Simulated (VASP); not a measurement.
Data:

```
BaTiO3
1.0
    3.92722     0.00000     0.00000
    0.00000     3.92722     0.00000
    0.00000     0.00000     3.92722
Ba Ti O
1 1 3
Direct
  0.00000   0.00000   0.00000
  0.50000   0.50000   0.50000
  0.50000   0.00000   0.50000
  0.00000   0.50000   0.50000
  0.50000   0.50000   0.00000
```

Method: rev-vdW-DF2, VASP's PBE PAW potentials (set 64) (plane waves; VASP). Run with 520 eV cut-off, 6×6×6 Γ-centred mesh, Gaussian smearing of 0.050 eV, potentials Ba_sv Ti_sv O.

Give the stress tensor in GPa (positive for a compressed cell).

```
12.26   0.00   0.00
 0.00  12.26   0.00
 0.00   0.00  12.26
```
The pressure is its mean diagonal, 12.26 GPa.

The compound is BaTiO3 in the cubic perovskite structure, the ideal cubic form; the compound distorts at low or room temperature. This cell is one point of a volume scan, at 0.94 of the reference volume.
